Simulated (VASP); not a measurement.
An input for Quantum ESPRESSO's pw.x (written as the equivalent of a VASP run, and not itself run):

```
&CONTROL
  calculation = 'scf'
  pseudo_dir = './pseudo'
  outdir = './out'
  tprnfor = .true.
  tstress = .true.
/
&SYSTEM
  ibrav = 0
  nat = 6
  ntyp = 3
  ecutwfc = 86
  occupations = 'smearing'
  smearing = 'gaussian'
  degauss = 0.003675
  input_dft = 'pbe'
/
&ELECTRONS
  conv_thr = 7.3e-08
  electron_maxstep = 100
/
ATOMIC_SPECIES
  Mo 95.950 Mo.upf
  Se 78.971 Se.upf
  S 32.060 S.upf
CELL_PARAMETERS angstrom
     3.2476685    0.0000000    0.0000000
    -1.6238343    2.8125634    0.0000000
     0.0000000    0.0000000   17.4678248
ATOMIC_POSITIONS crystal
  Mo   0.3333330  0.6666670  0.1063855
  Mo   0.6666670  0.3333330  0.4954718
  Se   0.3333330  0.6666670  0.5925803
  Se   0.3333330  0.6666670  0.3983671
  S    0.6666670  0.3333330  0.0181264
  S    0.6666670  0.3333330  0.1946689
K_POINTS automatic
  6 6 1 0 0 0
```

### Question
Translate this input to VASP (INCAR, KPOINTS, POSCAR, choice of POTCAR).

### Answer
This is not unique; one that fits is 
KPOINTS:
```
Automatic mesh
0
Gamma
6 6 1
0 0 0
```

**POSCAR**
```
MoSeS
1
    3.2476685007     0.0000000000     0.0000000000
   -1.6238342504     2.8125634072     0.0000000000
    0.0000000000     0.0000000000    17.4678247783
Mo Se S
2 2 2
Direct
  0.3333330000   0.6666670000   0.1063854947
  0.6666670000   0.3333330000   0.4954717643
  0.3333330000   0.6666670000   0.5925802709
  0.3333330000   0.6666670000   0.3983671359
  0.6666670000   0.3333330000   0.0181264038
  0.6666670000   0.3333330000   0.1946689304
```

**INCAR**
```
GGA=PE   ! PBE
NELM=100
LREAL=F   ! projection in real space or not
LMAXMIX=4   ! l cut-off of mixed one-centre charges
PREC=Accurate
LWAVE=T
ISMEAR=0   ! Gaussian
LCHARG=F
ALGO=Normal   ! blocked Davidson
ENCUT=400   ! plane-wave cut-off (eV)
SIGMA=0.05
SYSTEM=MoSeS
LASPH=T   ! aspherical one-centre terms
EDIFF=1E-6
```

POTCAR, in this order: Mo_sv Se S (PBE.64 set). Program: vasp_std.

What does not carry over: the potentials are each code's own (VASP's PAW set, PseudoDojo norm-conserving files in pw.x), so ENCUT and ecutwfc are chosen apart and not converted; conv_thr bounds pw.x's estimated SCF error, while EDIFF bounds the energy change between steps.

The cell is a sheet with vacuum, built from a database entry that may be metastable or hypothetical.
